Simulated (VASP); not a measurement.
## Si3Ge in VASP: the effect of exact exchange

Crystal: Si3Ge.

```
CELL_PARAMETERS angstrom
2.71500 0.00000 0.00000
-1.35750 2.35126 0.00000
0.00000 0.00000 10.11061
ATOMIC_POSITIONS crystal
Si 0.00000 0.00000 0.50000
Si 0.00000 0.00000 0.74356
Si 0.00000 0.00000 0.25644
Ge 0.00000 0.00000 0.00000
```

The cell was built by a generator and needn't be a form met in nature.

Alike in all runs:

| Item | Value |
| --- | --- |
| Program | VASP 6.6.1 |
| Task | single point |
| Functional | PBE0(alpha) |
| Potentials or basis | VASP PAW PBE potentials, release 64 (Si, Ge_d) |
| Cutoff | 520 eV |
| k mesh | 6 × 6 × 2 |
| Occupations | fermi-dirac, width 0.05 eV |
| Spin | no spin polarisation |

```tsv
exact exchange	pressure (GPa)	largest force (eV/Å)
0.05	-0.9	0.22
0.1	-1.6	0.23
0.15	-2.7	0.31
0.2	?	?
0.25	-4.5	0.38
0.3	-5.2	0.39
```

Q: What does the run with exact exchange 0.2 give?

A: Pressure -3.7 GPa; largest force 0.37 eV/Å.

Worked out: A parabola through the other rows of the pressure, of slope -17.5 GPa per unit of exact exchange there, gives -3.5 GPa, against the run's -3.7. A parabola through the other rows of the largest force, of slope 0.705 eV/Å per unit of exact exchange there, gives 0.34 eV/Å, against the run's 0.37.

Caveats: all runs use coarse meshes; the PAW data sets were made with another functional, which shifts forces and pressure a little.
